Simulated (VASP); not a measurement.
Calculation: PBEsol GGA, VASP's PBE PAW potentials (set 64) (plane waves; VASP 6.6.1).

The input files of a VASP run:

**KPOINTS**
```
Automatic mesh
0
Gamma
7 7 7
0 0 0
```

### POSCAR
```
CdSe
1
    0.0000000000     3.0250000000     3.0250000000
    3.0250000000     0.0000000000     3.0250000000
    3.0250000000     3.0250000000     0.0000000000
Cd Se
1 1
Direct
  0.0000000000   0.0000000000   0.0000000000
  0.2500000000   0.2500000000   0.2500000000
```

### INCAR
```
SYSTEM = CdSe
PREC = Accurate; ENCUT = 400; LREAL = .FALSE.
LASPH = .TRUE.
EDIFF = 1E-6; NELM = 100; ALGO = Normal
LMAXMIX = 4
ISMEAR = 0; SIGMA = 0.05
GGA = PS
ISIF = 2
LWAVE = .FALSE.; LCHARG = .FALSE.
```

POTCAR, in this order: Cd Se (PBE.64 set). Program: vasp_std.

The resulting files:

File OSZICAR:
```
       N       E                     dE             d eps       ncg     rms          rms(c)
DAV:   1     0.962293583845E+02    0.96229E+02   -0.79041E+03   520   0.101E+03
DAV:   2    -0.273581700852E+01   -0.98965E+02   -0.95179E+02   595   0.274E+02
DAV:   3    -0.653133127927E+01   -0.37955E+01   -0.37879E+01   590   0.566E+01
DAV:   4    -0.654929789320E+01   -0.17967E-01   -0.17966E-01   595   0.379E+00
DAV:   5    -0.654940329915E+01   -0.10541E-03   -0.10541E-03   585   0.261E-01    0.652E+00
DAV:   6    -0.619499352702E+01    0.35441E+00   -0.70854E-01   724   0.121E+01    0.511E+00
DAV:   7    -0.617113437789E+01    0.23859E-01   -0.14977E-01   565   0.308E+00    0.227E+00
DAV:   8    -0.616982080526E+01    0.13136E-02   -0.15672E-02   550   0.189E+00    0.224E-01
DAV:   9    -0.616967464704E+01    0.14616E-03   -0.20778E-03   595   0.719E-01    0.532E-02
DAV:  10    -0.616968764157E+01   -0.12995E-04   -0.21263E-04   555   0.225E-01    0.381E-02
DAV:  11    -0.616971043392E+01   -0.22792E-04   -0.44551E-05   530   0.595E-02    0.148E-02
DAV:  12    -0.616970978390E+01    0.65002E-06   -0.49073E-06   605   0.351E-02
   1 F= -.61697098E+01 E0= -.61697098E+01  d E =-.128448E-13
```

### OUTCAR
```
------------------------ aborting loop because EDIFF is reached ----------------------------------------
  FORCE on cell =-STRESS in cart. coord.  units (eV):
  Direction    XX          YY          ZZ          XY          YZ          ZX
  --------------------------------------------------------------------------------------
  Total        0.2912771      0.2912771      0.2912771      0.0000000      0.0000000      0.0000000
  in kB        8.4296752      8.4296752      8.4296752      0.0000000      0.0000000      0.0000000
  external PRESSURE =       8.4296752 kB  Pullay stress =       0.0000000 kB
  volume of cell :       55.36
      direct lattice vectors                 reciprocal lattice vectors
     0.000000000  3.025000000  3.025000000    -0.165289256  0.165289256  0.165289256
     3.025000000  0.000000000  3.025000000     0.165289256 -0.165289256  0.165289256
     3.025000000  3.025000000  0.000000000     0.165289256  0.165289256 -0.165289256
  FREE ENERGIE OF THE ION-ELECTRON SYSTEM (eV)
  ---------------------------------------------------
  free  energy   TOTEN  =        -6.1697097839 eV

  energy  without entropy=       -6.1697097839  energy(sigma->0) =       -6.16970978
```
(Selected blocks of OUTCAR.)

The compound is CdSe in the zinc blende structure, whereas wurtzite is the usual form. The cell was not relaxed at this level. The run is one of a series of settings (GGA = PS against the base run), some of them coarse on purpose.
